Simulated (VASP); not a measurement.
Crystal: Ga3BiO4.

```
CELL_PARAMETERS angstrom
-3.43746 3.43746 3.16614
3.43746 -3.43746 3.16614
3.43746 3.43746 -3.16614
ATOMIC_POSITIONS crystal
Ga 0.50000 0.00000 0.50000
Ga 0.00000 0.50000 0.50000
Ga 0.00000 0.00000 0.00000
Bi 0.50000 0.50000 0.00000
O 0.00000 0.20157 0.20157
O 0.00000 0.79843 0.79843
O 0.20157 0.00000 0.20157
O 0.79843 0.00000 0.79843
```

The cell was built by a generator and needn't be a form met in nature.

- Program: VASP 6.6.1
- Task: relaxation of cell and atoms
- Functional: PBE
- Potentials or basis: VASP PAW PBE potentials, release 64 (Ga_d, Bi_d, O)
- Cutoff: 520 eV
- k mesh: 3 × 3 × 3
- Occupations: gaussian, width 0.15 eV
- Spin: no spin polarisation

At the start: pressure 57.8 GPa; volume 18.71 Å³/atom.

Q: How do energy, volume and symmetry change on relaxing?

A: Over 19 steps the energy falls by 2806.5 meV/atom and the volume is 20.55 Å³/atom (+9.9 %); space group I4/mmm (No. 139, to 0.05 Å).

Step by step:
| step | energy change (eV) | largest force (eV/Å) | pressure (GPa) | volume (Å³) |
| --- | --- | --- | --- | --- |
| 1 | 0.0000 | 31.6247 | 57.79 | 149.65 |
| 2 | 605.5753 | 805.5031 | 392.78 | 333.88 |
| 3 | 1789.3649 | 32.6669 | 126.51 | 159.54 |
| 4 | -16.6295 | 2.7789 | -8.56 | 256.04 |
| 5 | -17.2865 | 2.5087 | -5.96 | 255.93 |
| 6 | -17.9758 | 3.0925 | -4.43 | 243.78 |
| 7 | -19.3682 | 6.0033 | 3.38 | 201.49 |
| 8 | -19.4778 | 8.3281 | 8.73 | 179.85 |
| 9 | -19.4577 | 7.3530 | 6.28 | 188.76 |
| 10 | -20.5941 | 5.5104 | 3.64 | 182.36 |
| 11 | -22.4029 | 0.9189 | 1.18 | 163.95 |
| 12 | -22.4221 | 0.0588 | 1.93 | 160.97 |
| 13 | -22.4280 | 0.3562 | 1.51 | 161.94 |
| 14 | -22.4398 | 0.3644 | 0.81 | 163.28 |
| 15 | -22.4425 | 0.3634 | 0.64 | 163.87 |
| 16 | -22.4437 | 0.3583 | -0.05 | 165.03 |
| 17 | -22.4439 | 0.3582 | 0.21 | 164.63 |
| 18 | -22.4489 | 0.2125 | 0.10 | 164.56 |
| 19 | -22.4520 | 0.0228 | -0.09 | 164.43 |

Final structure:
```yaml
crystal:
  lattice:
    - [-3.62675, 3.62675, 3.12529]
    - [3.62675, -3.62675, 3.12529]
    - [3.62675, 3.62675, -3.12529]
  atoms:
    - { symbol: Ga, position: [0.50000, 0.00000, 0.50000] }
    - { symbol: Ga, position: [0.00000, 0.50000, 0.50000] }
    - { symbol: Ga, position: [0.00000, 0.00000, 0.00000] }
    - { symbol: Bi, position: [0.50000, 0.50000, 0.00000] }
    - { symbol: O, position: [0.00000, 0.26465, 0.26465] }
    - { symbol: O, position: [0.00000, 0.73535, 0.73535] }
    - { symbol: O, position: [0.26465, 0.00000, 0.26465] }
    - { symbol: O, position: [0.73535, 0.00000, 0.73535] }
```

Caveat: the k mesh is coarse (spacing up to 0.45 Å⁻¹), so the values aren't converged.
